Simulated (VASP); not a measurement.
Data:

```
CoGa
1.0
    2.88000     0.00000     0.00000
    0.00000     2.88000     0.00000
    0.00000     0.00000     2.88000
Ga Co
1 1
Direct
  0.50000   0.50000   0.50000
  0.00000   0.00000   0.00000
```

Calculation: r2SCAN+rVV10, VASP's PBE PAW potentials (set 64) (plane waves; VASP). Run with 520 eV cut-off, 11×11×11 Γ-centred mesh, first-order Methfessel-Paxton smearing of 0.10 eV, potentials Ga_d Co.

Energy and stress use the plane-wave basis of the starting cell.

Problem. The ions, cell shape and volume are relaxed. Give the cell that the relaxation ends in.

Solution. 
```
CoGa
1.0
    2.83608     0.00000     0.00000
    0.00000     2.83608     0.00000
    0.00000     0.00000     2.83608
Ga Co
1 1
Cartesian
  1.41804   1.41804   1.41804
  0.00000   0.00000   0.00000
```
Space group Pm-3m (221), at a tolerance of 0.03 Å.

Problem. How do energy and volume change from the first to the last step?

Solution. The energy (σ→0) changes by -15.1 meV/atom and the volume by -4.5 %, in 3 ionic steps.

```
step  E(σ→0) (eV)  max force (eV/Å)  pressure (GPa)  volume (Å³)
----  -----------  ----------------  --------------  -----------
1        -24.4653             0.000           -8.48        23.89
2        -24.4624             0.000           10.67        21.77
3        -24.4955             0.000            0.05        22.81
```

The compound is CoGa in the CsCl type structure. This run relaxes it. Symmetry was kept, so distortions that lower it aren't found. The run is not spin-polarised, so no magnetic state was tried.
